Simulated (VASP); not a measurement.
Computed with PBEsol GGA, VASP's PBE PAW potentials (set 64) (plane waves; VASP).

VASP input:

### POSCAR
```
MgZn3Te4
6.1588490
  0.9999999548   0.0000000000   0.0000000000
  0.0000000000   0.9999999548   0.0000000000
  0.0000000000   0.0000000000   0.9999999548
Zn Te Mg
3 4 1
direct
  0.0000000000   0.0000000000   0.0000000000
  0.5000000000   0.5000000000   0.0000000000
  0.5000000000   0.0000000000   0.5000000000
  0.2578454476   0.2421545524   0.2421545524
  0.7421545524   0.7578454476   0.2421545524
  0.7421545524   0.2421545524   0.7578454476
  0.2578454476   0.7578454476   0.7578454476
  0.0000000000   0.5000000000   0.5000000000
```

INCAR:
```
! general
SYSTEM =MgZn3Te4
PREC   =Accurate
ENCUT  =400
LREAL  =.FALSE.
LASPH  =.TRUE.
ICHARG =11

! electronic loop
EDIFF  =1E-7
NELM   =100
ALGO   =Normal
LMAXMIX=4

! smearing
ISMEAR =0
SIGMA  =0.05

! functional
GGA    =PS

! output
LWAVE  =.FALSE.
LCHARG =.FALSE.
LORBIT =11
```

**KPOINTS**
```
k-points along high-symmetry lines
15
Line-mode
Reciprocal
  0.000000   0.000000   0.000000 ! GAMMA
  0.000000   0.500000   0.000000 ! X

  0.000000   0.500000   0.000000 ! X
  0.500000   0.500000   0.000000 ! M

  0.500000   0.500000   0.000000 ! M
  0.000000   0.000000   0.000000 ! GAMMA

  0.000000   0.000000   0.000000 ! GAMMA
  0.500000   0.500000   0.500000 ! R

  0.500000   0.500000   0.500000 ! R
  0.000000   0.500000   0.000000 ! X

  0.500000   0.500000   0.500000 ! R
  0.500000   0.500000   0.000000 ! M
```

POTCAR, in this order: Zn Te Mg (PBE.64 set). Program: vasp_std. Read from the step before: CHGCAR.

The resulting files:

**OSZICAR**
```
       N       E                     dE             d eps       ncg     rms          rms(c)
DAV:   1     0.342769838416E+03    0.34277E+03   -0.23018E+04  6660   0.136E+03
DAV:   2     0.905446383222E+01   -0.33372E+03   -0.32297E+03  7262   0.314E+02
DAV:   3    -0.224361581855E+02   -0.31491E+02   -0.31009E+02  7707   0.100E+02
DAV:   4    -0.233046126472E+02   -0.86845E+00   -0.86690E+00  7758   0.158E+01
DAV:   5    -0.233294076057E+02   -0.24795E-01   -0.24792E-01  8564   0.233E+00
DAV:   6    -0.233297308619E+02   -0.32326E-03   -0.32325E-03  7995   0.278E-01
DAV:   7    -0.233297422231E+02   -0.11361E-04   -0.11361E-04  8894   0.480E-02
DAV:   8    -0.233297426417E+02   -0.41859E-06   -0.41859E-06  7728   0.814E-03
DAV:   9    -0.233297426649E+02   -0.23267E-07   -0.23309E-07  6244   0.179E-03
   1 F= -.23329743E+02 E0= -.23329743E+02  d E =-.203419E-13
```

### OUTCAR
```
 val. band max:        2.8759873279   @ k =   0.0000   0.0000   0.0000

 cond. band min:       4.2086037582   @ k =   0.0000   0.0000   0.0000



 k-point     1 :       0.0000    0.0000    0.0000
  band No.  band energies     occupation
      1      -8.6196      2.00000
      2      -7.4899      2.00000
      3      -7.4899      2.00000
      4      -7.4899      2.00000
      5      -3.8467      2.00000
      6      -3.8467      2.00000
      7      -3.8467      2.00000
      8      -3.8004      2.00000
      9      -3.7558      2.00000
     10      -3.7558      2.00000
     11      -3.7489      2.00000
     12      -3.7489      2.00000
     13      -3.7489      2.00000
     14      -3.6460      2.00000
     15      -3.6460      2.00000
     16      -3.6417      2.00000
     17      -3.5178      2.00000
     18      -3.5178      2.00000
     19      -3.5178      2.00000
     20      -2.0805      2.00000
     21      -2.0805      2.00000
     22      -1.0192      2.00000
     23       0.8653      2.00000
     24       0.8653      2.00000
     25       0.8653      2.00000
     26       0.9294      2.00000
     27       0.9294      2.00000
     28       0.9294      2.00000
     29       2.8760      2.00000
     30       2.8760      2.00000
     31       2.8760      2.00000
     32       4.2086      0.00000
     33       5.1849      0.00000
     34       5.1849      0.00000
     35       5.2196      0.00000
     36       5.2196      0.00000
     37       5.2196      0.00000

 k-point     2 :       0.0000    0.0357    0.0000
  band No.  band energies     occupation
      1      -8.6168      2.00000
      2      -7.4944      2.00000
      3      -7.4898      2.00000
      4      -7.4898      2.00000
      5      -3.8468      2.00000
      6      -3.8466      2.00000
      7      -3.8466      2.00000
      8      -3.8000      2.00000
      9      -3.7576      2.00000
     10      -3.7561      2.00000
     11      -3.7495      2.00000
     12      -3.7495      2.00000
...
```

The density is held fixed in this step, so its total energy and stress have no physical meaning. Unless said otherwise, spin-orbit coupling is left out, though it shifts the bands of the heavy elements here.

The structure was generated: MgZn3Te4 was put into an ordered model structure (P-43m), which need not be its known phase. It was relaxed first.
